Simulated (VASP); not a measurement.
Set up this calculation in VASP 6.6.1, as the native input.

* Task: relaxation of cell and atoms
* Functional: LDA
* Potentials or basis: VASP PAW LDA potentials, release 64 (Hf_pv)
* Cutoff: 600 eV
* k mesh: 15 × 15 × 7
* Occupations: methfessel-paxton, width 0.1 eV
* Spin: no spin polarisation
* Further INCAR settings: ALGO = Normal; EDIFF = 1e-06; IBRION = 2; EDIFFG = -0.01; NSW = 90; ISIF = 3

The structure of Hf lies in POSCAR:

```
Hf
1.0
    3.1967000000      0.0000000000      0.0000000000
   -1.5983500000      2.7684234083      0.0000000000
    0.0000000000      0.0000000000      5.0578000000
Hf
2
Direct
    0.3333333333      0.6666666667      0.2500000000
    0.6666666667      0.3333333333      0.7500000000
```

These files were run (other wordings do the same):

INCAR

```
SYSTEM = Hf
PREC = Accurate
ENCUT = 600
EDIFF = 1E-6
ISMEAR = 1
SIGMA = 0.1
LREAL = .FALSE.
LASPH = .TRUE.
NELM = 80
ALGO = Normal
ISIF = 3
LWAVE = .FALSE.
LCHARG = .FALSE.
IBRION = 2
NSW = 90
EDIFFG = -0.01
```

KPOINTS

```
Automatic mesh
0
G
  15 15 7
  0 0 0
```

Potentials or basis: VASP PAW LDA potentials, release 64 (Hf_pv).

Launch:

```sh
$ cat potpaw_LDA.64/Hf_pv/POTCAR > POTCAR
$ mpirun -np 1 vasp_std > vasp.out
```

Results of the run:

```json
{
 "Relaxed volume": "20.83 Å³/atom",
 "Relaxed cell": "a = 3.119 Å, b = 3.119 Å, c = 4.944 Å, α = 90.00°, β = 90.00°, γ = 120.00°",
 "Space group after relaxing (to 0.05 Å)": "P6_3/mmc (No. 194)",
 "Energy gained by relaxing": "39.2 meV/atom",
 "Ionic steps": "8",
 "Pressure after relaxing": "0.0 GPa",
 "Band gap on the k mesh": "none (metal or under the smearing width)"
}
```

Wall time 5.2 min on 1 thread of AMD EPYC 7R13 Processor (Zen 3) (shared host), peak memory 0.19 GiB.
